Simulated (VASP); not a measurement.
Computed with PBE GGA, VASP's PBE PAW potentials (set 64) (plane waves; VASP 6.6.1).

Input for VASP

POSCAR:
```
Ni3Fe
1
    3.5514900000     0.0000000000     0.0000000000
    0.0000000000     3.5122190000     0.0000000000
    0.0000000000     0.0000000000     3.6151720000
Fe Ni
1 3
Direct
  0.0000000000   0.0000000000   0.0000000000
  0.0000000000   0.5000000000   0.5000000000
  0.5000000000   0.0000000000   0.5000000000
  0.5164130000   0.5000000000   0.0000000000
```

KPOINTS:
```
K-points
0
Gamma
 8 8 8
```

INCAR:
```
SYSTEM = Ni3Fe
PREC = Accurate; ENCUT = 400; LREAL = .FALSE.
LASPH = .TRUE.
EDIFF = 1E-6; NELM = 100; ALGO = Normal
LMAXMIX = 4
ISMEAR = 1; SIGMA = 0.1
GGA = PE
MAGMOM = 3.0 3*0.7
ISPIN = 2; NUPDOWN = 2
ISIF = 2
LWAVE = .FALSE.; LCHARG = .FALSE.; LORBIT = 10
```

POTCAR, in this order: Fe Ni (PBE.64 set). Program: vasp_std.

Output

**OSZICAR**
```
       N       E                     dE             d eps       ncg     rms          rms(c)
DAV:   1     0.217140703281E+03    0.21714E+03   -0.14578E+04 13424   0.169E+03
DAV:   2    -0.168792905661E+02   -0.23402E+03   -0.22532E+03 13048   0.333E+02
DAV:   3    -0.282088871236E+02   -0.11330E+02   -0.10842E+02 13430   0.102E+02
DAV:   4    -0.283578934018E+02   -0.14901E+00   -0.14843E+00 14140   0.121E+01
DAV:   5    -0.283622366596E+02   -0.43433E-02   -0.43428E-02 17870   0.168E+00    0.214E+01
DAV:   6    -0.268773526142E+02    0.14849E+01   -0.47010E+01 13716   0.101E+02    0.255E+01
DAV:   7    -0.314720683422E+02   -0.45947E+01   -0.34591E+01 15316   0.146E+02    0.330E+01
DAV:   8    -0.241262114250E+02    0.73459E+01   -0.29690E+01 16084   0.575E+01    0.546E+00
DAV:   9    -0.246090276065E+02   -0.48282E+00   -0.27729E+00 16978   0.354E+01    0.915E+00
DAV:  10    -0.242357148451E+02    0.37331E+00   -0.16391E+00 15126   0.281E+01    0.304E+00
DAV:  11    -0.242914165098E+02   -0.55702E-01   -0.40179E-01 17834   0.135E+01    0.355E+00
DAV:  12    -0.242672315589E+02    0.24185E-01   -0.17357E-01 16964   0.105E+01    0.148E+00
DAV:  13    -0.242827512246E+02   -0.15520E-01   -0.54624E-02 20872   0.341E+00    0.843E-01
DAV:  14    -0.242883277036E+02   -0.55765E-02   -0.28034E-02 20998   0.282E+00    0.475E-01
DAV:  15    -0.242898376806E+02   -0.15100E-02   -0.39469E-03 18752   0.852E-01    0.218E-01
DAV:  16    -0.242900337520E+02   -0.19607E-03   -0.72928E-04 19032   0.363E-01    0.133E-01
DAV:  17    -0.242900494476E+02   -0.15696E-04   -0.36137E-04 20418   0.353E-01    0.480E-02
DAV:  18    -0.242900717488E+02   -0.22301E-04   -0.69622E-05 16338   0.131E-01    0.168E-02
DAV:  19    -0.242900751898E+02   -0.34410E-05   -0.10176E-05 14614   0.507E-02    0.116E-02
DAV:  20    -0.242900749585E+02    0.23129E-06   -0.34693E-06  7242   0.375E-02
   1 F= -.24290075E+02 E0= -.24288073E+02  d E =-.600733E-02  mag=     2.0000
```

OUTCAR:
```
------------------------ aborting loop because EDIFF is reached ----------------------------------------
  FORCE on cell =-STRESS in cart. coord.  units (eV):
  Direction    XX          YY          ZZ          XY          YZ          ZX
  --------------------------------------------------------------------------------------
  Total       -1.3502999     -1.2799099     -1.7728877      0.0000000      0.0000000      0.0000000
  in kB      -47.9755184    -45.4745938    -62.9898613      0.0000000      0.0000000      0.0000000
  external PRESSURE =     -52.1466578 kB  Pullay stress =       0.0000000 kB
  volume of cell :       45.09
      direct lattice vectors                 reciprocal lattice vectors
     3.551490000  0.000000000  0.000000000     0.281571960  0.000000000  0.000000000
     0.000000000  3.512219000  0.000000000     0.000000000  0.284720287  0.000000000
     0.000000000  0.000000000  3.615172000     0.000000000  0.000000000  0.276612012
 POSITION                                       TOTAL-FORCE (eV/Angst)
 -----------------------------------------------------------------------------------
      0.00000      0.00000      0.00000         0.247890      0.000000      0.000000
      0.00000      1.75611      1.80759         0.197101      0.000000      0.000000
      1.77574      0.00000      1.80759         0.018576      0.000000      0.000000
      1.83404      1.75611      0.00000        -0.463567      0.000000      0.000000
 -----------------------------------------------------------------------------------
    total drift:                                0.000256     -0.000000     -0.000016
  FREE ENERGIE OF THE ION-ELECTRON SYSTEM (eV)
  ---------------------------------------------------
  free  energy   TOTEN  =       -24.2900749585 eV

  energy  without entropy=      -24.2840676325  energy(sigma->0) =      -24.28807252

 total charge

# of ion       s       p       d       tot
------------------------------------------
    1        0.459   0.476   6.175   7.110
    2        0.495   0.495   8.312   9.302
    3        0.493   0.492   8.315   9.300
    4        0.496   0.497   8.312   9.305
--------------------------------------------------
tot          1.943   1.960  31.115  35.018

 magnetization (x)

# of ion       s       p       d       tot
------------------------------------------
    1        0.012   0.012   2.245   2.268
    2       -0.013  -0.029  -0.055  -0.097
    3       -0.013  -0.028  -0.066  -0.108
    4       -0.012  -0.029  -0.015  -0.056
--------------------------------------------------
tot         -0.026  -0.074   2.108   2.008
```
(Selected blocks of OUTCAR.)

The compound is Ni3Fe in the L1_2 structure. The cell was not relaxed at this level, atoms are displaced from their ideal sites. The run is one of a series of settings (NUPDOWN = 2 against the base run), some of them coarse on purpose.
